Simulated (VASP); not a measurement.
Calculation: PBE GGA with D4 dispersion, VASP's PBE PAW potentials (set 64) (plane waves; VASP).

VASP ran on this input.

### INCAR
```
ALGO = Normal
EDIFF = 1E-7
EDIFFG = -0.01
ENCUT = 520
GGA = PE
IBRION = 2
ISIF = 4
ISMEAR = 0
IVDW = 13
LASPH = T
LCHARG = F
LMAXMIX = 4
LREAL = F
LWAVE = F
NELM = 100
NSW = 30
PREC = Accurate
SIGMA = 0.05
SYSTEM = MoTe2
```

File POSCAR:
```
MoTe2
1.0
  1.7680294306  -3.0623163843   0.0000000000
  1.7680294306   3.0623163843   0.0000000000
  0.0000000000   0.0000000000  13.9020960126
Te Mo
4 2
Cartesian
  1.7680294306   1.0207741696  12.2604943379
  1.7680294306  -1.0207741696   5.3094463316
  1.7680294306  -1.0207741696   1.6416016747
  1.7680294306   1.0207741696   8.5926496810
  1.7680294306   1.0207741696   3.4755240031
  1.7680294306  -1.0207741696  10.4265720095
```

KPOINTS:
```
Automatic mesh
0
Gamma
7 7 2
0 0 0
```

POTCAR, in this order: Te Mo_sv (PBE.64 set). Program: vasp_std.

The run wrote:

File OSZICAR:
```
       N       E                     dE             d eps       ncg     rms          rms(c)
DAV:   1     0.410493003581E+03    0.41049E+03   -0.27146E+04  1136   0.150E+03
DAV:   2    -0.140317721505E+02   -0.42452E+03   -0.41671E+03  1260   0.349E+02
DAV:   3    -0.365793672560E+02   -0.22548E+02   -0.22084E+02  1224   0.689E+01
DAV:   4    -0.372839652769E+02   -0.70460E+00   -0.70105E+00  1251   0.112E+01
DAV:   5    -0.373037737378E+02   -0.19808E-01   -0.19797E-01  1284   0.200E+00    0.208E+01
DAV:   6    -0.365570017300E+02    0.74677E+00   -0.10488E+01  1170   0.155E+01    0.914E+00
DAV:   7    -0.364409153270E+02    0.11609E+00   -0.10148E+01  1107   0.127E+01    0.645E+00
DAV:   8    -0.359884461203E+02    0.45247E+00   -0.18760E+00  1185   0.619E+00    0.320E+00
DAV:   9    -0.359860863582E+02    0.23598E-02   -0.31760E-01  1340   0.246E+00    0.121E+00
DAV:  10    -0.359796404124E+02    0.64459E-02   -0.49817E-02  1223   0.109E+00    0.365E-01
DAV:  11    -0.359799944542E+02   -0.35404E-03   -0.23852E-03  1218   0.269E-01    0.244E-01
DAV:  12    -0.359799137134E+02    0.80741E-04   -0.23699E-04  1134   0.812E-02    0.160E-01
DAV:  13    -0.359798815158E+02    0.32198E-04   -0.13846E-04  1299   0.602E-02    0.705E-02
DAV:  14    -0.359798821291E+02   -0.61336E-06   -0.54317E-06  1172   0.104E-02    0.549E-02
DAV:  15    -0.359798800534E+02    0.20758E-05   -0.35740E-06  1299   0.975E-03    0.228E-02
DAV:  16    -0.359798790554E+02    0.99794E-06   -0.20431E-06  1146   0.610E-03    0.990E-03
DAV:  17    -0.359798788982E+02    0.15725E-06   -0.39629E-07   989   0.284E-03    0.930E-04
DAV:  18    -0.359798789054E+02   -0.71850E-08   -0.60494E-08   699   0.107E-03
   1 F= -.39322650E+02 E0= -.39322650E+02  d E =-.393226E+02
       N       E                     dE             d eps       ncg     rms          rms(c)
DAV:   1    -0.360012741640E+02   -0.21395E-01   -0.84857E-01  1042   0.540E+00    0.758E-01
DAV:   2    -0.359959841691E+02    0.52900E-02   -0.49657E-02  1179   0.100E+00    0.419E-01
DAV:   3    -0.359947440745E+02    0.12401E-02   -0.17170E-02  1221   0.627E-01    0.392E-01
DAV:   4    -0.359937177005E+02    0.10264E-02   -0.34671E-03  1267   0.263E-01    0.155E-01
DAV:   5    -0.359936486163E+02    0.69084E-04   -0.89439E-04  1330   0.130E-01    0.770E-02
DAV:   6    -0.359936425932E+02    0.60232E-05   -0.10313E-04  1196   0.464E-02    0.799E-02
DAV:   7    -0.359936429803E+02   -0.38717E-06   -0.20872E-05  1238   0.202E-02    0.352E-02
DAV:   8    -0.359936434028E+02   -0.42247E-06   -0.19605E-06  1253   0.741E-03    0.188E-02
DAV:   9    -0.359936435167E+02   -0.11386E-06   -0.42291E-07   966   0.271E-03    0.116E-02
DAV:  10    -0.359936435734E+02   -0.56729E-07   -0.24558E-08   594   0.810E-04
   2 F= -.39337985E+02 E0= -.39337985E+02  d E =-.153349E-01
       N       E                     dE             d eps       ncg     rms          rms(c)
DAV:   1    -0.359935970367E+02    0.46480E-04   -0.40523E-03  1042   0.374E-01    0.521E-02
DAV:   2    -0.359935720597E+02    0.24977E-04   -0.24407E-04  1193   0.699E-02    0.297E-02
DAV:   3    -0.359935669387E+02    0.51210E-05   -0.82966E-05  1227   0.435E-02    0.274E-02
DAV:   4    -0.359935626315E+02    0.43073E-05   -0.16364E-05  1272   0.183E-02    0.109E-02
DAV:   5    -0.359935625206E+02    0.11087E-06   -0.48024E-06  1323   0.938E-03    0.533E-03
DAV:   6    -0.359935625643E+02   -0.43746E-07   -0.55696E-07   980   0.339E-03
   3 F= -.39338002E+02 E0= -.39338002E+02  d E =-.153516E-01
       N       E                     dE             d eps       ncg     rms          rms(c)
DAV:   1    -0.360073896164E+02   -0.13827E-01   -0.58568E-01   992   0.480E+00    0.938E-01
DAV:   2    -0.360002159560E+02    0.71737E-02   -0.41564E-02  1155   0.100E+00    0.491E-01
DAV:   3    -0.359985262873E+02    0.16897E-02   -0.62184E-03  1218   0.398E-01    0.159E-01
DAV:   4    -0.359979656044E+02    0.56068E-03   -0.32304E-03  1215   0.259E-01    0.206E-01
DAV:   5    -0.359978497505E+02    0.11585E-03   -0.74612E-04  1256   0.116E-01    0.225E-02
DAV:   6    -0.359978528516E+02   -0.31011E-05   -0.53773E-05  1235   0.345E-02    0.209E-02
DAV:   7    -0.359978536508E+02   -0.79912E-06   -0.24590E-06  1040   0.758E-03    0.441E-03
DAV:   8    -0.359978534868E+02    0.16395E-06   -0.16583E-06  1260   0.657E-03    0.173E-03
DAV:   9    -0.359978535170E+02   -0.30215E-07   -0.61533E-08   671   0.138E-03
   4 F= -.39342285E+02 E0= -.39342285E+02  d E =-.428325E-02
       N       E                     dE             d eps       ncg     rms          rms(c)
DAV:   1    -0.360301528334E+02   -0.32299E-01   -0.18013E+00   992   0.841E+00    0.168E+00
DAV:   2    -0.360080387018E+02    0.22114E-01   -0.13209E-01  1170   0.177E+00    0.867E-01
DAV:   3    -0.360027337655E+02    0.53049E-02   -0.19866E-02  1202   0.708E-01    0.278E-01
DAV:   4    -0.360009775002E+02    0.17563E-02   -0.10253E-02  1201   0.454E-01    0.364E-01
DAV:   5    -0.360006091191E+02    0.36838E-03   -0.23114E-03  1242   0.203E-01    0.416E-02
DAV:   6    -0.360006173588E+02   -0.82397E-05   -0.15557E-04  1197   0.586E-02    0.370E-02
DAV:   7    -0.360006194515E+02   -0.20928E-05   -0.67175E-06  1222   0.121E-02    0.951E-03
DAV:   8    -0.360006188107E+02    0.64085E-06   -0.72085E-06  1252   0.136E-02    0.345E-03
DAV:   9    -0.360006188458E+02   -0.35162E-07   -0.38058E-07  1010   0.313E-03
   5 F= -.39345049E+02 E0= -.39345049E+02  d E =-.704791E-02
```

### OUTCAR
```
------------------------ aborting loop because EDIFF is reached ----------------------------------------
  Edisp (eV):   -3.34443
  FORCE on cell =-STRESS in cart. coord.  units (eV):
  Direction    XX          YY          ZZ          XY          YZ          ZX
  --------------------------------------------------------------------------------------
  Total      -1.10760    -1.10760    -1.05601     0.00000     0.00000     0.00000
  in kB     -11.78812   -11.78812   -11.23900     0.00000     0.00000     0.00000
  external pressure =      -11.61 kB  Pullay stress =        0.00 kB
  volume of cell :      150.54
      direct lattice vectors                 reciprocal lattice vectors
     1.761177630 -3.050448782  0.000000000     0.283900949 -0.163910308 -0.000000000
     1.761177630  3.050448782 -0.000000000     0.283900949  0.163910308  0.000000000
     0.000000000 -0.000000000 14.010477390     0.000000000  0.000000000  0.071375155
 POSITION                                       TOTAL-FORCE (eV/Angst)
 -----------------------------------------------------------------------------------
      1.76118      1.01682     12.32038         0.000000      0.000000      0.007480
      1.76118     -1.01682      5.31514         0.000000      0.000000      0.007480
      1.76118     -1.01682      1.69010         0.000000      0.000000     -0.007480
      1.76118      1.01682      8.69534         0.000000      0.000000     -0.007480
      1.76118      1.01682      3.50262        -0.000000     -0.000000      0.000000
      1.76118     -1.01682     10.50786        -0.000000     -0.000000      0.000000
 -----------------------------------------------------------------------------------
    total drift:                                0.000255      0.001625     -0.000026
  FREE ENERGIE OF THE ION-ELECTRON SYSTEM (eV)
  ---------------------------------------------------
  free  energy   TOTEN  =       -39.3450494154 eV

  energy  without entropy=      -39.3450494154  energy(sigma->0) =      -39.34504942

 reached required accuracy - stopping structural energy minimisation
```
(Selected blocks of OUTCAR.)

**CONTCAR**
```
MoTe2
   1.00000000000000
     1.7611776298802875   -3.0504487818832184    0.0000000000000000
     1.7611776298802875    3.0504487818832184   -0.0000000000000000
     0.0000000000000000   -0.0000000000000000   14.0104773902477913
  Te              Mo
     4     2
Direct
     0.3333330000000032    0.6666669999999968    0.8793690306801287
     0.6666669999999968    0.3333330000000032    0.3793690306801288
     0.6666669999999968    0.3333330000000032    0.1206309693198712
     0.3333330000000032    0.6666669999999968    0.6206309693198713
     0.3333330000000032    0.6666669999999968    0.2500000000000000
     0.6666669999999968    0.3333330000000032    0.7500000000000000
```

The compound is MoTe2 in the 2H layered structure. This cell is one point of a volume scan, at 1.03 of the reference volume. Symmetry was kept, so distortions that lower it aren't found.
